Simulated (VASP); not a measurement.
**W: stress against strain**

W (bcc, Im-3m, 15.967 Å³/atom and stress up to 0.08 GPa in the relaxed cell, cube axes along x, y and z) under a strain ε along a cube axis (axis z), the other axes held. r2SCAN in VASP (plane waves, PAW), 480 eV, 20×20×20 Γ-centred mesh, Methfessel-Paxton smearing 0.10 eV. Stress is positive for a compressed cell.

Here s stands for strain and y for stress zz.

```
strain (%)  stress zz (GPa)
----------  ---------------
-3.00                     ?
-1.50                  8.80
-1.00                  5.70
-0.50                  2.75
0.00                  -0.08
0.50                  -2.77
1.00                  -5.38
1.50                  -7.92
```

Taking a straight line for y over the 7 complete rows: Means: s 0, y 0.157. About the means, the sum of products is -38.920 and the sum of squares of s is 7.0000; the slope is their ratio. Least squares gives y = 0.157 - 5.5600·s. Residuals (row less fit): 0.303, -0.017, -0.187, -0.237, -0.147, 0.023, 0.263; standard error 0.234 (degrees of freedom: 5). The slope gives the elastic constant C11 = about 560 GPa.

What does the fit predict for y at s = -3.00, and how far is the calculated value from it?

y = 0.157 - 5.5600 × (-3.0) = 16.837 GPa. The calculation gives 18.86 GPa, 2.023 GPa above the prediction (7.6 % of the range of y in the table). The row lies outside the fitted rows, so this is an extrapolation. From the scatter of the fitted rows alone, a prediction at this place has a standard error of 0.365 GPa, so the miss is 5.5 times that.

A polynomial of degree 2 through the 12 other runs of the series gives 18.68 there, so most of the miss is curvature that the fit leaves out. In a metal these values are sensitive to mesh and smearing; energies are taken to zero smearing, stresses follow the free energy. Spin-orbit coupling is left out, which can shift these values for the heavy elements here. Rows are the converged runs of the series near zero and its far end, less any whose ions stayed unrelaxed beside relaxed ones; series whose fitted rows scatter by over a few per cent of the range, as at a crossing or softening among them, aren't shown in this form. Most that stay on the fit to the last digits aren't either.
